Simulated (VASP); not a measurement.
Input for VASP

**INCAR**
```
SYSTEM  =  BaO
PREC  =  Accurate; ENCUT  =  520; LREAL  =  .FALSE.
LASPH  =  .TRUE.
EDIFF  =  1E-7; NELM  =  100; ALGO  =  Normal
LMAXMIX  =  4
ISMEAR  =  0; SIGMA  =  0.05
GGA  =  CX; LUSE_VDW  =  .TRUE.; AGGAC  =  0.0
ISIF  =  2
LWAVE  =  .FALSE.; LCHARG  =  .FALSE.
```

KPOINTS:
```
Regular mesh
0
gamma
  8 8 8
0 0 0
```

**POSCAR**
```
BaO
1
    0.0000000000     2.7162011522     2.7162011522
    2.7162011522     0.0000000000     2.7162011522
    2.7162011522     2.7162011522     0.0000000000
Ba O
1 1
Direct
  0.0000000000   0.0000000000   1.0000000000
  0.5000000000   0.5000000000   0.5000000000
```

POTCAR, in this order: Ba_sv O (PBE.64 set). Program: vasp_std.

Q: Translate this vdW-DF-cx calculation to Quantum ESPRESSO's pw.x.

A: One equivalent input (not run):
```
&CONTROL
  calculation = 'scf'
  pseudo_dir = './pseudo'
  outdir = './out'
  tprnfor = .true.
  tstress = .true.
/
&SYSTEM
  ibrav = 0
  nat = 2
  ntyp = 2
  ecutwfc = 84
  occupations = 'smearing'
  smearing = 'gaussian'
  degauss = 0.003675
  input_dft = 'vdw-df-cx'
/
&ELECTRONS
  conv_thr = 7.3e-09
  electron_maxstep = 100
/
ATOMIC_SPECIES
  Ba 137.327 Ba.upf
  O 15.999 O.upf
CELL_PARAMETERS angstrom
     0.0000000    2.7162012    2.7162012
     2.7162012    0.0000000    2.7162012
     2.7162012    2.7162012    0.0000000
ATOMIC_POSITIONS crystal
  Ba   0.0000000  0.0000000  1.0000000
  O    0.5000000  0.5000000  0.5000000
K_POINTS automatic
  8 8 8 0 0 0
```
Limits of the translation: the potentials are each code's own (VASP's PAW set, PseudoDojo norm-conserving files in pw.x), so ENCUT and ecutwfc are chosen apart and not converted; conv_thr bounds pw.x's estimated SCF error, while EDIFF bounds the energy change between steps.

The compound is BaO in the rock salt structure. This cell is one point of a volume scan, at 0.94 of the reference volume.
